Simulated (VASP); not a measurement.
Level of theory: revPBE GGA, VASP's PBE PAW potentials (set 64) (plane waves; VASP 6.6.1).

VASP input:

File POSCAR:
```
FeAl
5.6498050
  0.5000000323   0.0000000000   0.0000000000
  0.0000000000   0.5000000323   0.0000000000
  0.0000000000   0.0000000000   0.5000000323
Al Fe
1 1
Cart
  0.2500000162   0.2500000162   0.2500000162
  0.0000000000   0.0000000000   0.0000000000
```

### INCAR
```
SYSTEM = FeAl
PREC = Accurate; ENCUT = 520; LREAL = .False.
LASPH = .True.
EDIFF = 1E-7; NELM = 100; ALGO = Normal
LMAXMIX = 4
ISMEAR = 1; SIGMA = 0.1
GGA = RE
ISIF = 2
LWAVE = .False.; LCHARG = .False.
```

File KPOINTS:
```
Automatic
0
gamma
13 13 13
```

POTCAR, in this order: Al Fe (PBE.64 set). Program: vasp_std.

The run wrote:

File OUTCAR:
```
 ion  position               nearest neighbor table
   1  0.500  0.500  0.500-   2 2.45   2 2.45   2 2.45   2 2.45   2 2.45   2 2.45   2 2.45   2 2.45
  LATTYP: Found a simple cubic cell.
 ALAT       =     2.8249026825
 Subroutine PRICEL returns:
 Original cell was already a primitive cell.
 Subroutine GETGRP returns: Found 48 space group operations
The static configuration has the point symmetry O_h .
The dynamic configuration has the point symmetry O_h .
 Subroutine INISYM returns: Found 48 space group operations
 Subroutine IBZKPT returns following result:
 Found     84 irreducible k-points:

 Following reciprocal coordinates:
            Coordinates               Weight
  0.000000  0.000000  0.000000      1.000000
  0.076923  0.000000  0.000000      6.000000
  0.153846  0.000000  0.000000      6.000000
  0.230769  0.000000  0.000000      6.000000
  0.307692  0.000000  0.000000      6.000000
  0.384615  0.000000  0.000000      6.000000
  0.461538  0.000000  0.000000      6.000000
  0.076923  0.076923  0.000000     12.000000
  0.153846  0.076923  0.000000     24.000000
  0.230769  0.076923  0.000000     24.000000
...
```

OSZICAR:
```
       N       E                     dE             d eps       ncg     rms          rms(c)
DAV:   1     0.343387281319E+02    0.34339E+02   -0.51995E+03  1512   0.126E+03
DAV:   2    -0.126170237901E+02   -0.46956E+02   -0.45352E+02  1522   0.184E+02
DAV:   3    -0.138283868213E+02   -0.12114E+01   -0.11932E+01  1831   0.414E+01
DAV:   4    -0.138491519385E+02   -0.20765E-01   -0.20740E-01  1859   0.467E+00
DAV:   5    -0.138496598745E+02   -0.50794E-03   -0.50791E-03  1871   0.665E-01    0.142E+01
DAV:   6    -0.154297057830E+02   -0.15800E+01   -0.68782E+01  1708   0.133E+02    0.167E+01
DAV:   7    -0.119674370132E+02    0.34623E+01   -0.32648E+01  1658   0.818E+01    0.257E+00
DAV:   8    -0.119335441302E+02    0.33893E-01   -0.21019E-01  1702   0.596E+00    0.143E+00
DAV:   9    -0.119205382705E+02    0.13006E-01   -0.39880E-02  1843   0.306E+00    0.313E-01
DAV:  10    -0.119202445661E+02    0.29370E-03   -0.11326E-03  2113   0.507E-01    0.183E-01
DAV:  11    -0.119202271185E+02    0.17448E-04   -0.25240E-05  1635   0.481E-02    0.208E-02
DAV:  12    -0.119202266958E+02    0.42269E-06   -0.81817E-06  2096   0.429E-02    0.507E-03
DAV:  13    -0.119202267016E+02   -0.57255E-08   -0.10407E-07   862   0.398E-03
   1 F= -.11920227E+02 E0= -.11919960E+02  d E =-.799716E-03
```

**OUTCAR**
```
------------------------ aborting loop because EDIFF is reached ----------------------------------------
  FORCE on cell =-STRESS in cart. coord.  units (eV):
  Direction    XX          YY          ZZ          XY          YZ          ZX
  --------------------------------------------------------------------------------------
  Total        1.7315044      1.7315044      1.7315044      0.0000000      0.0000000     -0.0000000
  in kB      123.0619273    123.0619273    123.0619273      0.0000000      0.0000000     -0.0000000
  external PRESSURE =     123.0619273 kB  Pullay stress =       0.0000000 kB
  volume of cell :       22.54
      direct lattice vectors                 reciprocal lattice vectors
     2.824902682  0.000000000  0.000000000     0.353994496  0.000000000  0.000000000
     0.000000000  2.824902682  0.000000000     0.000000000  0.353994496  0.000000000
     0.000000000  0.000000000  2.824902682     0.000000000  0.000000000  0.353994496
 POSITION                                       TOTAL-FORCE (eV/Angst)
 -----------------------------------------------------------------------------------
      1.41245      1.41245      1.41245         0.000000      0.000000      0.000000
      0.00000      0.00000      0.00000         0.000000      0.000000      0.000000
 -----------------------------------------------------------------------------------
    total drift:                                0.000000      0.000000      0.000000
  FREE ENERGIE OF THE ION-ELECTRON SYSTEM (eV)
  ---------------------------------------------------
  free  energy   TOTEN  =       -11.9202267016 eV

  energy  without entropy=      -11.9194269860  energy(sigma->0) =      -11.91996013
```
(Selected blocks of OUTCAR.)

**OUTCAR**
```
 val. band max:        8.5324454017   @ k =   0.4615   0.1538   0.0769

 cond. band min:       8.5456843793   @ k =   0.4615   0.3846   0.1538


 Fermi energy:         8.5375980480

 k-point     1 :       0.0000    0.0000    0.0000
  band No.  band energies     occupation
      1      -2.0485      2.00000
      2       6.1548      2.00000
      3       6.1548      2.00000
      4       8.7022     -0.04190
      5       8.7022     -0.04189
      6       8.7022     -0.04189
      7      15.3710      0.00000
      8      15.3710      0.00000
      9      15.3710      0.00000

 k-point     2 :       0.0769    0.0000    0.0000
  band No.  band energies     occupation
      1      -1.9331      2.00000
      2       6.1424      2.00000
      3       6.1919      2.00000
      4       8.6269     -0.02051
      5       8.6270     -0.02055
      6       8.7100     -0.03500
      7      14.3967      0.00000
      8      15.5409      0.00000
      9      15.5409      0.00000

 k-point     3 :       0.1538    0.0000    0.0000
  band No.  band energies     occupation
      1      -1.5898      2.00000
      2       6.0635      2.00000
      3       6.2968      2.00000
      4       8.4307      2.06178
      5       8.4307      2.06176
      6       8.7318     -0.01921
      7      12.8158      0.00000
      8      16.0224      0.00000
      9      16.0224      0.00000

 k-point     4 :       0.2308    0.0000    0.0000
  band No.  band energies     occupation
      1      -1.0268      2.00000
      2       5.7901      2.00000
      3       6.4508      2.00000
      4       8.1790      2.00000
      5       8.1790      2.00000
      6       8.7626     -0.00657
      7      11.4373      0.00000
      8      16.7538      0.00000
      9      16.7538      0.00000

 k-point     5 :       0.3077    0.0000    0.0000
  band No.  band energies     occupation
      1      -0.2589      2.00000
      2       5.1611      2.00000
      3       6.6226      2.00000
...
```

The compound is FeAl in the CsCl type structure. This cell is one point of a volume scan, at 0.94 of the reference volume. The run is not spin-polarised, so no magnetic state was tried. The electron count is odd and the run is not spin-polarised, which forces a metal.
